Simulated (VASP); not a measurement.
Computed with vdW-DF-cx, VASP's PBE PAW potentials (set 64) (plane waves; VASP 6.6.1).

VASP ran on this input.

File KPOINTS:
```
K-points
0
gamma
  9 9 9
0 0 0
```

INCAR:
```
SYSTEM = BAs
PREC = Accurate; ENCUT = 520; LREAL = F
LASPH = T
EDIFF = 1E-7; NELM = 100; ALGO = Normal
LMAXMIX = 4
ISMEAR = 0; SIGMA = 0.05
GGA = CX; LUSE_VDW = T; AGGAC = 0.0
ISIF = 2
LWAVE = F; LCHARG = F
```

### POSCAR
```
BAs
1
    0.0000000000     2.4235322747     2.4235322747
    2.4235322747     0.0000000000     2.4235322747
    2.4235322747     2.4235322747     0.0000000000
B As
1 1
Direct
  0.0000000000   0.0000000000   0.0000000000
  0.2500000000   0.2500000000   0.2500000000
```

POTCAR, in this order: B As (PBE.64 set). Program: vasp_std.

The run wrote:

File OSZICAR:
```
       N       E                     dE             d eps       ncg     rms          rms(c)
DAV:   1     0.155623194214E+02    0.15562E+02   -0.39299E+03   568   0.886E+02
DAV:   2    -0.961610700416E+01   -0.25178E+02   -0.24286E+02   896   0.107E+02
DAV:   3    -0.994606212936E+01   -0.32996E+00   -0.32996E+00   600   0.167E+01
DAV:   4    -0.994654069925E+01   -0.47857E-03   -0.47857E-03   840   0.724E-01
DAV:   5    -0.994654091964E+01   -0.22039E-06   -0.22080E-06   600   0.108E-02    0.447E+00
DAV:   6    -0.953188910928E+01    0.41465E+00   -0.12697E+00   576   0.551E+00    0.229E+00
DAV:   7    -0.948016650379E+01    0.51723E-01   -0.17348E-01   776   0.246E+00    0.858E-01
DAV:   8    -0.947444290483E+01    0.57236E-02   -0.19921E-02   648   0.979E-01    0.975E-02
DAV:   9    -0.947467995751E+01   -0.23705E-03   -0.54458E-04   680   0.187E-01    0.515E-02
DAV:  10    -0.947479563432E+01   -0.11568E-03   -0.19536E-04   568   0.104E-01    0.139E-02
DAV:  11    -0.947480041844E+01   -0.47841E-05   -0.59174E-06   856   0.220E-02    0.115E-02
DAV:  12    -0.947480033715E+01    0.81295E-07   -0.18538E-06   576   0.929E-03    0.218E-03
DAV:  13    -0.947480040206E+01   -0.64912E-07   -0.56269E-08   472   0.206E-03
   1 F= -.94748004E+01 E0= -.94748004E+01  d E =-.393698E-14
```

File OUTCAR:
```
------------------------ aborting loop because EDIFF is reached ----------------------------------------
  FORCE on cell =-STRESS in cart. coord.  units (eV):
  Direction    XX          YY          ZZ          XY          YZ          ZX
  --------------------------------------------------------------------------------------
  Total       -0.6719405     -0.6719405     -0.6719405      0.0000000      0.0000000      0.0000000
  in kB      -37.8150768    -37.8150768    -37.8150768      0.0000000      0.0000000      0.0000000
  external PRESSURE =     -37.8150768 kB  Pullay stress =       0.0000000 kB
  volume of cell :       28.47
      direct lattice vectors                 reciprocal lattice vectors
     0.000000000  2.423532275  2.423532275    -0.206310436  0.206310436  0.206310436
     2.423532275  0.000000000  2.423532275     0.206310436 -0.206310436  0.206310436
     2.423532275  2.423532275  0.000000000     0.206310436  0.206310436 -0.206310436
  FREE ENERGIE OF THE ION-ELECTRON SYSTEM (eV)
  ---------------------------------------------------
  free  energy   TOTEN  =        -9.4748004021 eV

  energy  without entropy=       -9.4748004021  energy(sigma->0) =       -9.47480040
```
(Selected blocks of OUTCAR.)

The compound is BAs in the zinc blende structure. This cell is one point of a volume scan, at 1.03 of the reference volume.
